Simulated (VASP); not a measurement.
## Selenium: a GW gap and what it depends on

Aim: test the GW correction to the gap of Selenium. The starting structure is a measured crystal structure from the Crystallography Open Database. Cell and atoms stay as given.

Method: GW on LDA orbitals, with plane waves and PAW data sets made for GW, in VASP 6.6.1.

## Step 1: Starting point

Symmetry: P3_121, No. 152, trigonal system. The conventional cell has a = 4.366 Å, b = 4.366 Å, c = 4.954 Å, α = 90.00°, β = 90.00°, γ = 120.00°. Nearest to Se lie 2 Se at 2.37 Å.

As a file:

```xyz
3
Lattice="4.3662 0.0000 0.0000 -2.1831 3.7812 0.0000 0.0000 0.0000 4.9536" Properties=species:S:1:pos:R:3 pbc="T T T"
Se    1.6910    2.9289    0.0000
Se   -0.4921    0.8523    3.3024
Se    0.9841    0.0000    1.6512
```

## Step 2: G0W0 (response cutoff 100 eV, 3×3×3 mesh)

It reads the orbitals and their derivatives (WAVECAR and WAVEDER) of a run with the empty bands, which follows a ground-state run; neither is shown.

Contents of INCAR:

```
SYSTEM = Se
PREC = Accurate
ENCUT = 300
ISMEAR = 0
SIGMA = 0.01
LREAL = .FALSE.
GGA = CA
NBANDS = 188
ALGO = EVGW0
NELMGW = 1
ENCUTGW = 100
NOMEGA = 40
PRECFOCK = Fast
NBANDSGW = 20
LWAVE = .FALSE.
LCHARG = .FALSE.
```

Contents of POSCAR:

```
Se
1.0
    4.3662000000      0.0000000000      0.0000000000
   -2.1831000000      3.7812401180      0.0000000000
    0.0000000000      0.0000000000      4.9536000000
Se
3
Direct
    0.7746000000      0.7746000000      0.0000000000
    0.0000000000      0.2254000000      0.6666666667
    0.2254000000      0.0000000000      0.3333333333
```

Contents of KPOINTS:

```
Automatic mesh
0
Gamma
3 3 3
0 0 0
```

The projector-augmented-wave data sets are Se_GW (LDA family, release 64).

Command:

```
mpirun -np 4 vasp_std
```

Output:

```text
[banner, memory and clock lines left out]
running    4 mpi-ranks, on    1 nodes
 distrk:  each k-point on    4 cores,    1 groups
 distr:  one band on    1 cores,    4 groups

 POSCAR found type information on POSCAR Se
 POSCAR found :  1 types and       3 ions
|                                                                             |
|           W    W    AA    RRRRR   N    N  II  N    N   GGGG   !!!           |
|           W    W   A  A   R    R  NN   N  II  NN   N  G    G  !!!           |
|           W    W  A    A  R    R  N N  N  II  N N  N  G       !!!           |
|           W WW W  AAAAAA  RRRRR   N  N N  II  N  N N  G  GGG   !            |
|           WW  WW  A    A  R   R   N   NN  II  N   NN  G    G                |
|           W    W  A    A  R    R  N    N  II  N    N   GGGG   !!!           |
|                                                                             |
|     The default for ENCUTGWSOFT is different in this version of VASP.       |
|     please manually set ENCUTGWSOFT =100 in the INCAR file.                 |
|                                                                             |

 LDA part: xc-table for (Slater(with rela. corr.)+CA(PZ))
 , standard interpolation
 found WAVECAR, reading the header
 POSCAR, INCAR and KPOINTS ok, starting setup
 FFT: planning ... GRIDC
 FFT: planning ... GRID_SOFT
 FFT: planning ... GRID
 reading WAVECAR
 the WAVECAR file was read successfully
 initial charge from wavefunction
 available memory per node:     71.61 GB, setting MAXMEM to     73324

 The Fermi energy was updated, please check that it is located mid-gap
 values below the HOMO (VB) or above the LUMO (CB) will cause erroneous energies
 E-fermi :   3.1311

 calculate exact exchange contribution
 the WAVEDER file was read successfully
energies w=
    0.000    0.000    0.590    0.000    1.176    0.000    1.755    0.000
    2.325    0.000    2.884    0.000    3.430    0.000    3.964    0.000
    4.487    0.000    4.998    0.000    5.501    0.000    5.997    0.000
    6.488    0.000    6.978    0.000    7.468    0.000    7.962    0.000
    8.464    0.000    8.977    0.000    9.506    0.000   10.056    0.000
   10.632    0.000   11.241    0.000   11.891    0.000   12.593    0.000
   13.357    0.000   14.201    0.000   15.143    0.000   16.211    0.000
   17.438    0.000   18.873    0.000   20.583    0.000   22.667    0.000
   25.271    0.000   28.629    0.000   33.130    0.000   39.483    0.000
   49.109    0.000   65.361    0.000   98.483    0.000  202.038    0.000
 responsefunction array rank=     204
 LDA part: xc-table for (Slater(with rela. corr.)+CA(PZ))
 , standard interpolation

 min. memory requirement per mpi rank    103.5 MB, per node    414.0 MB

 allocating  10 responsefunctions rank=   204
 shmem allocating  40 responsefunctions rank=   204
 response function shared by NCSHMEM nodes    1
 Doing           10  frequencies on each core in blocks of           40
NQ=   1    0.0000    0.0000    0.0000,
|.........|.........|.........|.........|.........|.........|.........|.........
 performed        139000 updates of chi_q(r,r)
 total number of BLAS operations         45.13 Gflops
NQ=   2    0.3333    0.0000    0.0000,
|.........|.........|.........|.........|.........|.........|.........|.........
 performed        429000 updates of chi_q(r,r)
 total number of BLAS operations        127.14 Gflops
NQ=   3    0.3333    0.3333    0.0000,
|.........|.........|.........|.........|.........|.........|.........|.........
 performed        583000 updates of chi_q(r,r)
 total number of BLAS operations        164.60 Gflops
NQ=   4    0.0000    0.0000    0.3333,
|.........|.........|.........|.........|.........|.........|.........|.........
 performed        767000 updates of chi_q(r,r)
 total number of BLAS operations        220.23 Gflops
NQ=   5    0.3333    0.0000    0.3333,
|.........|.........|.........|.........|.........|.........|.........|.........
 performed       1057000 updates of chi_q(r,r)
 total number of BLAS operations        299.64 Gflops
NQ=   6    0.0000    0.3333    0.3333,
|.........|.........|.........|.........|.........|.........|.........|.........
 performed       1347000 updates of chi_q(r,r)
 total number of BLAS operations        379.05 Gflops
NQ=   7    0.3333    0.3333    0.3333,
|.........|.........|.........|.........|.........|.........|.........|.........
 performed       1546000 updates of chi_q(r,r)
 total number of BLAS operations        432.58 Gflops
 resolving degeneracies of screened two electron integrals

 calculate QP shifts <psi_nk| G(iteration)W_0 |psi_nk>: iteration 1
 entering main loop
```

The job ended after 11 s (4 MPI ranks of AMD EPYC 9R45, shared host; peak memory 0.57 GiB).

Lines that name or quote the potential files are left out of all logs, and their timing lines are given in words.

Parts of OUTCAR (step 2):

```text
ion  position               nearest neighbor table
   1  0.775  0.775  0.000-   2 2.37   3 2.37
   2  0.000  0.225  0.667-   1 2.37   3 2.37
   3  0.225  0.000  0.333-   1 2.37   2 2.37

  LATTYP: Found a hexagonal cell.
 ALAT       =     4.3662000000
 C/A-ratio  =     1.1345334616

 Subroutine GETGRP returns: Found  6 space group operations
 (whereof  2 operations were pure point group operations)

The static configuration has the point symmetry C_2 .
 The point group associated with its full space group is D_3 .

 Found      7 irreducible k-points:

   k-points           NKPTS =      7   k-points in BZ     NKDIM =     27   number of bands    NBANDS=    188

   dimension x,y,z NGX =    28 NGY =   28 NGZ =   28
   dimension x,y,z NGXF=    56 NGYF=   56 NGZF=   56

   ENCUT  =  300.0 eV  22.05 Ry    4.70 a.u.   6.17  6.17  7.00*2*pi/ulx,y,z

   NELECT =      18.0000    total number of electrons

  energy-cutoff  :      300.00
  volume of cell :       81.78
      direct lattice vectors                 reciprocal lattice vectors
     4.366200000  0.000000000  0.000000000     0.229032110  0.132231751  0.000000000
    -2.183100000  3.781240118  0.000000000     0.000000000  0.264463501  0.000000000
     0.000000000  0.000000000  4.953600000     0.000000000  0.000000000  0.201873385

 k-points in reciprocal lattice and weights: Automatic mesh
   0.00000000  0.00000000  0.00000000       0.037
   0.33333333  0.00000000  0.00000000       0.222
   0.33333333  0.33333333  0.00000000       0.074
   0.00000000  0.00000000  0.33333333       0.074
   0.33333333  0.00000000  0.33333333       0.222
   0.00000000  0.33333333  0.33333333       0.222
   0.33333333  0.33333333  0.33333333       0.148

 E-fermi :   3.1311

 QP shifts <psi_nk| G(iteration)W_0 |psi_nk>: iteration 1
 for sc-GW calculations column KS-energies equals QP-energies in previous step
 and V_xc(KS)=  KS-energies - (<T + V_ion + V_H > + <T+V_H+V_ion>^1  + <V_x>^1)
 k-point   1 :       0.0000    0.0000    0.0000
  band No.  KS-energies  QP-energies   sigma(KS)   V_xc(KS)     V^pw_x(r,r')   Z            occupation Imag(sigma)
    ...
      6      -1.1317      -1.4191     -11.9745     -11.5683     -14.4806       0.7074       2.0000       0.3051
      7       0.6142       0.2885     -12.0235     -11.5570     -14.5784       0.6981       2.0000       0.2361
      8       0.6142       0.2885     -12.0235     -11.5570     -14.5784       0.6981       2.0000       0.2361
      9       2.2647       1.9730     -12.5564     -12.1483     -14.6212       0.7150       2.0000       0.1622
     10       4.4541       5.0254     -11.1385     -11.9335      -7.3077       0.7187       0.0000      -0.1285
     11       4.4541       5.0254     -11.1385     -11.9335      -7.3077       0.7187       0.0000      -0.1285
     12       4.7520       5.2786     -10.7905     -11.5248      -6.8493       0.7172       0.0000      -0.1376
     13       8.5336       8.9839      -8.2216      -8.8060      -3.8773       0.7706       0.0000      -0.1811
    ...

 k-point   2 :       0.3333    0.0000    0.0000
  band No.  KS-energies  QP-energies   sigma(KS)   V_xc(KS)     V^pw_x(r,r')   Z            occupation Imag(sigma)
    ...
      6      -0.9629      -1.2417     -11.9379     -11.5416     -14.6800       0.7035       2.0000       0.3475
      7       0.3292       0.0771     -12.0363     -11.6791     -14.3387       0.7058       2.0000       0.2392
      8       0.9202       0.6580     -12.3127     -11.9456     -14.3340       0.7141       2.0000       0.1894
      9       1.7498       1.4746     -12.4070     -12.0210     -14.4343       0.7131       2.0000       0.1736
     10       4.4860       4.9929     -10.8042     -11.5038      -7.1322       0.7246       0.0000      -0.1218
     11       4.7370       5.2524     -10.8353     -11.5502      -7.0738       0.7209       0.0000      -0.1318
     12       5.9427       6.4796     -11.5229     -12.2812      -7.4936       0.7079       0.0000      -0.1988
     13       8.0810       8.3139      -8.1520      -8.4575      -3.8220       0.7623       0.0000      -0.1900
    ...

 k-point   3 :       0.3333    0.3333    0.0000
  band No.  KS-energies  QP-energies   sigma(KS)   V_xc(KS)     V^pw_x(r,r')   Z            occupation Imag(sigma)
    ...
      6      -0.1984      -0.4474     -11.7713     -11.4172     -14.3118       0.7031       2.0000       0.2921
      7      -0.1984      -0.4474     -11.7713     -11.4172     -14.3118       0.7031       2.0000       0.2921
      8      -0.0484      -0.2877     -12.3504     -12.0147     -14.4641       0.7127       2.0000       0.2207
      9       1.0100       0.7250     -11.8436     -11.4389     -14.1179       0.7042       2.0000       0.2153
     10       5.6465       6.1484     -11.4050     -12.1108      -7.4294       0.7110       0.0000      -0.1822
     11       5.6465       6.1484     -11.4050     -12.1108      -7.4294       0.7110       0.0000      -0.1822
     12       6.3393       6.8970     -11.7674     -12.5607      -7.6038       0.7031       0.0000      -0.2308
     13       8.3481       8.5815      -8.0589      -8.3644      -3.6791       0.7641       0.0000      -0.1786
    ...

 k-point   4 :       0.0000    0.0000    0.3333
  band No.  KS-energies  QP-energies   sigma(KS)   V_xc(KS)     V^pw_x(r,r')   Z            occupation Imag(sigma)
    ...
      6      -0.7712      -1.0083     -12.6159     -12.2816     -14.9329       0.7091       2.0000       0.2498
      7       0.8044       0.5016     -11.8900     -11.4588     -14.2875       0.7021       2.0000       0.2293
      8       1.3135       1.0073     -12.3202     -11.8874     -14.6231       0.7074       2.0000       0.1895
      9       1.5620       1.2771     -12.1551     -11.7541     -14.3350       0.7104       2.0000       0.1869
     10       3.8166       4.3018     -10.3137     -10.9710      -6.7468       0.7383       0.0000      -0.1051
     11       3.9807       4.4744     -11.0557     -11.7400      -7.4866       0.7215       0.0000      -0.1106
     12       4.0394       4.5176     -10.3274     -10.9781      -6.7063       0.7349       0.0000      -0.1111
     13       9.0118       9.2775      -8.5826      -8.9316      -4.0443       0.7613       0.0000      -0.2107
    ...

[... 3 further parts left out ...]
```

G0W0 (response cutoff 100 eV, 3×3×3 mesh): the quasiparticle gap on this mesh is 2.065 eV, +0.694 eV from the LDA gap on the same points, with 188 bands.

## Step 3: G0W0 (response cutoff 160 eV, 3×3×3 mesh)

It reads the orbitals and their derivatives (WAVECAR and WAVEDER) of a run with the empty bands, which follows a ground-state run; neither is shown.

Changes to INCAR since step 2:

```diff
@@ -7,6 +7,6 @@
 GGA = CA
-NBANDS = 188
+NBANDS = 376
 ALGO = EVGW0
 NELMGW = 1
-ENCUTGW = 100
+ENCUTGW = 160
 NOMEGA = 40
```

POSCAR is that of step 2.

KPOINTS is that of step 2.

Command:

```
mpirun -np 4 vasp_std
```

Output:

```text
[banner, memory and clock lines left out]
running    4 mpi-ranks, on    1 nodes
[...]
|                                                                             |
|           W    W    AA    RRRRR   N    N  II  N    N   GGGG   !!!           |
|           W    W   A  A   R    R  NN   N  II  NN   N  G    G  !!!           |
|           W    W  A    A  R    R  N N  N  II  N N  N  G       !!!           |
|           W WW W  AAAAAA  RRRRR   N  N N  II  N  N N  G  GGG   !            |
|           WW  WW  A    A  R   R   N   NN  II  N   NN  G    G                |
|           W    W  A    A  R    R  N    N  II  N    N   GGGG   !!!           |
|                                                                             |
|     The default for ENCUTGWSOFT is different in this version of VASP.       |
|     please manually set ENCUTGWSOFT =160 in the INCAR file.                 |
|                                                                             |

 LDA part: xc-table for (Slater(with rela. corr.)+CA(PZ))
[...]
total number of BLAS operations        949.33 Gflops
NQ=   3    0.3333    0.3333    0.0000,
|.........|.........|.........|.........|.........|.........|.........|.........
 performed       1180000 updates of chi_q(r,r)
 total number of BLAS operations       1307.93 Gflops
NQ=   4    0.0000    0.0000    0.3333,
|.........|.........|.........|.........|.........|.........|.........|.........
 performed       1553000 updates of chi_q(r,r)
 total number of BLAS operations       1758.22 Gflops
NQ=   5    0.3333    0.0000    0.3333,
|.........|.........|.........|.........|.........|.........|.........|.........
 performed       2137000 updates of chi_q(r,r)
 total number of BLAS operations       2426.28 Gflops
NQ=   6    0.0000    0.3333    0.3333,
|.........|.........|.........|.........|.........|.........|.........|.........
 performed       2721000 updates of chi_q(r,r)
 total number of BLAS operations       3094.34 Gflops
NQ=   7    0.3333    0.3333    0.3333,
|.........|.........|.........|.........|.........|.........|.........|.........
 performed       3124000 updates of chi_q(r,r)
 total number of BLAS operations       3534.37 Gflops
 resolving degeneracies of screened two electron integrals

 calculate QP shifts <psi_nk| G(iteration)W_0 |psi_nk>: iteration 1
 entering main loop
[key lines of the parts left out:]
E-fermi :   3.1311
```

Wall time 34 s (4 MPI ranks); peak memory 1.1 GiB.

Parts of OUTCAR (step 3):

```text
 QP shifts <psi_nk| G(iteration)W_0 |psi_nk>: iteration 1
 for sc-GW calculations column KS-energies equals QP-energies in previous step
 and V_xc(KS)=  KS-energies - (<T + V_ion + V_H > + <T+V_H+V_ion>^1  + <V_x>^1)
 k-point   1 :       0.0000    0.0000    0.0000
  band No.  KS-energies  QP-energies   sigma(KS)   V_xc(KS)     V^pw_x(r,r')   Z            occupation Imag(sigma)
    ...
      6      -1.1317      -1.5757     -12.1972     -11.5683     -14.4806       0.7059       2.0000       0.2537
      7       0.6142       0.1314     -12.2499     -11.5570     -14.5784       0.6967       2.0000       0.1915
      8       0.6142       0.1314     -12.2499     -11.5570     -14.5784       0.6967       2.0000       0.1915
      9       2.2647       1.7827     -12.8246     -12.1483     -14.6212       0.7128       2.0000       0.1244
     10       4.4541       4.8469     -11.3860     -11.9335      -7.3077       0.7174       0.0000      -0.1510
     11       4.4541       4.8469     -11.3860     -11.9335      -7.3077       0.7174       0.0000      -0.1510
     12       4.7520       5.1157     -11.0165     -11.5248      -6.8493       0.7155       0.0000      -0.1565
     13       8.5336       8.8831      -8.3515      -8.8060      -3.8773       0.7691       0.0000      -0.1993
    ...

[... 1 part as in an earlier step ...]

[... 2 further parts left out ...]
[key lines of the parts left out:]
E-fermi :   3.1311
```

G0W0 (response cutoff 160 eV, 3×3×3 mesh): the quasiparticle gap on this mesh is 2.123 eV, +0.752 eV from the LDA gap on the same points, with 376 bands.

## Step 4: G0W0 (response cutoff 240 eV, 3×3×3 mesh)

It reads the orbitals and their derivatives (WAVECAR and WAVEDER) of a run with the empty bands, which follows a ground-state run; neither is shown.

Changes to INCAR since step 3:

```diff
@@ -7,6 +7,6 @@
 GGA = CA
-NBANDS = 376
+NBANDS = 692
 ALGO = EVGW0
 NELMGW = 1
-ENCUTGW = 160
+ENCUTGW = 240
 NOMEGA = 40
```

POSCAR is that of step 3.

KPOINTS is that of step 3.

Command:

```
mpirun -np 4 vasp_std
```

Output:

```text
[banner, memory and clock lines left out]
running    4 mpi-ranks, on    1 nodes
[...]
|                                                                             |
|           W    W    AA    RRRRR   N    N  II  N    N   GGGG   !!!           |
|           W    W   A  A   R    R  NN   N  II  NN   N  G    G  !!!           |
|           W    W  A    A  R    R  N N  N  II  N N  N  G       !!!           |
|           W WW W  AAAAAA  RRRRR   N  N N  II  N  N N  G  GGG   !            |
|           WW  WW  A    A  R   R   N   NN  II  N   NN  G    G                |
|           W    W  A    A  R    R  N    N  II  N    N   GGGG   !!!           |
|                                                                             |
|     The default for ENCUTGWSOFT is different in this version of VASP.       |
|     please manually set ENCUTGWSOFT =240 in the INCAR file.                 |
|                                                                             |

 LDA part: xc-table for (Slater(with rela. corr.)+CA(PZ))
[...]
total number of BLAS operations       6272.70 Gflops
NQ=   3    0.3333    0.3333    0.0000,
|.........|.........|.........|.........|.........|.........|.........|.........
 performed       2185000 updates of chi_q(r,r)
 total number of BLAS operations       8485.83 Gflops
NQ=   4    0.0000    0.0000    0.3333,
|.........|.........|.........|.........|.........|.........|.........|.........
 performed       2876000 updates of chi_q(r,r)
 total number of BLAS operations      11213.12 Gflops
NQ=   5    0.3333    0.0000    0.3333,
|.........|.........|.........|.........|.........|.........|.........|.........
 performed       3955000 updates of chi_q(r,r)
 total number of BLAS operations      15288.28 Gflops
NQ=   6    0.0000    0.3333    0.3333,
|.........|.........|.........|.........|.........|.........|.........|.........
 performed       5034000 updates of chi_q(r,r)
 total number of BLAS operations      19363.44 Gflops
NQ=   7    0.3333    0.3333    0.3333,
|.........|.........|.........|.........|.........|.........|.........|.........
 performed       5781000 updates of chi_q(r,r)
 total number of BLAS operations      22184.45 Gflops
 resolving degeneracies of screened two electron integrals

 calculate QP shifts <psi_nk| G(iteration)W_0 |psi_nk>: iteration 1
 entering main loop
[key lines of the parts left out:]
E-fermi :   3.1311
```

Run time: 2.4 min. Hardware: 4 MPI ranks; peak memory 2.4 GiB.

Parts of OUTCAR (step 4):

```text
 QP shifts <psi_nk| G(iteration)W_0 |psi_nk>: iteration 1
 for sc-GW calculations column KS-energies equals QP-energies in previous step
 and V_xc(KS)=  KS-energies - (<T + V_ion + V_H > + <T+V_H+V_ion>^1  + <V_x>^1)
 k-point   1 :       0.0000    0.0000    0.0000
  band No.  KS-energies  QP-energies   sigma(KS)   V_xc(KS)     V^pw_x(r,r')   Z            occupation Imag(sigma)
    ...
      6      -1.1317      -1.6645     -12.3230     -11.5683     -14.4806       0.7059       2.0000       0.1331
      7       0.6142       0.0419     -12.3788     -11.5570     -14.5784       0.6963       2.0000       0.0744
      8       0.6142       0.0419     -12.3788     -11.5570     -14.5784       0.6963       2.0000       0.0744
      9       2.2647       1.6749     -12.9758     -12.1483     -14.6212       0.7128       2.0000       0.0030
     10       4.4541       4.7436     -11.5294     -11.9335      -7.3077       0.7164       0.0000      -0.2688
     11       4.4541       4.7436     -11.5294     -11.9335      -7.3077       0.7164       0.0000      -0.2688
     12       4.7520       5.0223     -11.1470     -11.5248      -6.8493       0.7153       0.0000      -0.2637
     13       8.5336       8.8153      -8.4398      -8.8060      -3.8773       0.7693       0.0000      -0.2782
    ...

[... 1 part as in an earlier step ...]

[... 2 further parts left out ...]
[key lines of the parts left out:]
E-fermi :   3.1311
```

G0W0 (response cutoff 240 eV, 3×3×3 mesh): the quasiparticle gap on this mesh is 2.151 eV, +0.780 eV from the LDA gap on the same points, with 692 bands.

(Part 1 of 2 ends here.)

[Lines on the potential files, build, host, timing and source positions are cut from VASP's logs without a mark.]

[Logs are printed without paths, hosts, clocks, repeated set-up lines and the standing remarks that a program may print on its own settings, such as how far it seeks lower states.]

[Hosts, paths, dates, database ids (printed as entryN), source tags and the programs' standing remarks are cut or masked in the printed files.]
